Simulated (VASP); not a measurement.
AlN (zinc blende): the bulk modulus from VASP (plane waves, PAW) at several levels of theory. Static lattice, third-order Birch-Murnaghan fit over five volumes.

```
level                  bulk modulus (GPa)
---------------------  ------------------
LDA                                   211
PBE                                   194
PBEsol                                202
revPBE                                188
PW91                                  195
PBE-D3 (zero damping)                 201
optB86b-vdW                           198
vdW-DF2                               181
vdW-DF-cx                             199
TPSS                                  200
MS2                                   210
SCAN                                  213
r2SCAN                                212
```

The cell of the LDA run:

AlN is taken in the cubic space group F-43m (No. 216), the zinc blende structure, Pearson symbol cF8. Lattice parameters: a = b = c = 4.347 Å, α = β = γ = 90.00°. Al on 4a is surrounded by 4 N at 1.882 Å (tetrahedral). N on 4d is coordinated by 4 Al at 1.882 Å (tetrahedral). (Neighbours: up to the widest gap in distance over summed covalent radii, below 1.35, at either atom; cation-cation and far metal-metal contacts left out.)
(The calculation used a cell of 2 atoms; values per cell refer to that cell.)

Only levels that ran to the end are used. Left out are those held back, those with too coarse a band path, GW runs whose mesh misses a band edge, hybrids' fits of cells that aren't cubic and levels without matching references; a question may draw on a part of the rest.

The compound is AlN in the zinc blende structure, a metastable form; wurtzite is the usual one.
